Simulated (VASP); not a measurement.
VASP runs on Be$_{2}$C (antifluorite) share one base input (PBE GGA, plane waves, VASP's PBE PAW potentials (set 64)) and change the settings named in each case.

POSCAR:
```
Be2C
1.0
  0.0000000000   2.2134000000   2.2134000000
  2.2134000000   0.0000000000   2.2134000000
  2.2134000000   2.2134000000   0.0000000000
Be C
2 1
direct
  0.2500000000   0.2500000000   0.2500000000
  0.7500000000   0.7500000000   0.7500000000
  0.0000000000   0.0000000000   0.0000000000
```

### INCAR
```
SYSTEM = Be2C
PREC = Accurate
ENCUT = 520
EDIFF = 1E-6
NELM = 100
ALGO = Normal
LREAL = .FALSE.
LASPH = .TRUE.
ISMEAR = 0
SIGMA = 0.05
GGA = PE
LWAVE = .FALSE.
LCHARG = .FALSE.
ISIF = 2
```

### KPOINTS
```
K-points
0
G
8 8 8
```

POTCAR, in this order: Be C (PBE.64 set). Program: vasp_std.

```tsv
change	E(σ→0) (eV/atom)	pressure (GPa)
base run	-5.8009	-11.75
ENCUT = 800, POTCAR Be C_h (PBE.64 set)	-5.8027	-12.35
POTCAR Be C_s (PBE.64 set)	-5.8029	-11.87
POTCAR Be_sv C (PBE.64 set)	-5.7961	-11.71
ENCUT = 800	-5.8029	-11.88
```
 Energies of different potentials or functionals have different zeros.

Left out are runs that ran out of time, are held back, or changed the cell or the kind of run, fixed moments of cells without a moment, rows past the twelfth, gaps on odd meshes, pressures of charged cells and columns that move by less than the noise.

The compound is Be2C in the antifluorite structure. The cell was not relaxed at this level.
